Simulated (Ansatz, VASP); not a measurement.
# One calculation of Ca2SiS6, two programs

```
Ca Si S
1.0
     0.00000    4.49518    4.49518
     4.49518    0.00000    4.49518
     4.49518    4.49518    0.00000
Ca Si S
2 1 6
Direct
  0.25000 0.25000 0.25000
  0.75000 0.75000 0.75000
  0.00000 0.00000 0.00000
  0.75069 0.24931 0.24931
  0.24931 0.75069 0.75069
  0.24931 0.75069 0.24931
  0.75069 0.24931 0.75069
  0.24931 0.24931 0.75069
  0.75069 0.75069 0.24931
```

Change from the starting cell: ordered vacancies on the cation sites of perovskite (Fm-3m, No. 225).

Alike in both runs: task relaxation of cell and atoms; functional PBE; k mesh 8 × 8 × 8; occupations gaussian, width 0.1 eV; no spin polarisation.

```csv
,VASP,Ansatz
version,VASP 6.6.1,Ansatz 0.2.0
potentials or method,"VASP PAW PBE potentials, release 64 (Ca_sv, Si, S)","scalar-relativistic, plane waves, PAW"
plane-wave cutoff (eV),600,420
valence electrons in the cell,60,60
```

VASP gave:

```
gap on the k mesh at the Fermi level, each at its own relaxed structure (eV) : none
relaxed volume (Å³/atom)                                                     : 20.28
relaxed cell length with the largest relative difference (Å)                 : 6.367
```

Problem. Which values does Ansatz return?

Solution. gap on the k mesh at the Fermi level, each at its own relaxed structure (eV): none; relaxed volume (Å³/atom): 20.30; relaxed cell length with the largest relative difference (Å): 6.370.

A gap of «none» marks a metal or a gap that the smearing closes.
